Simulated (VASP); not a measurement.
Here is a VASP 6.6.1 calculation.

File INCAR:

```
ALGO = Normal
EDIFF = 1E-7
EDIFFG = -0.005
ENCUT = 600
IBRION = 2
ISIF = 3
ISMEAR = 0
LASPH = True
LCHARG = False
LREAL = False
LWAVE = False
NELM = 100
NSW = 100
PREC = Accurate
SIGMA = 0.1
```

File KPOINTS:

```
k-points
0
Gamma
  14 14 14
```

File POSCAR:

```
ScCu
1.0
    3.2560000000      0.0000000000      0.0000000000
    0.0000000000      3.2560000000      0.0000000000
    0.0000000000      0.0000000000      3.2560000000
Sc Cu
1 1
Direct
    0.5000000000      0.5000000000      0.5000000000
    0.0000000000      0.0000000000      0.0000000000
```

Potentials or basis: VASP PAW LDA potentials, release 64 (Sc_sv, Cu).

The run is started by

```sh
$ cat potpaw_LDA.64/Sc_sv/POTCAR potpaw_LDA.64/Cu/POTCAR > POTCAR
$ mpirun -np 1 vasp_std > vasp.out
```

(1) What does it give for the relaxed volume?

(2) Estimate the band gap on the k mesh.

## Answers

(1) 15.97 Å³/atom.

(2) none (metal or under the smearing width).
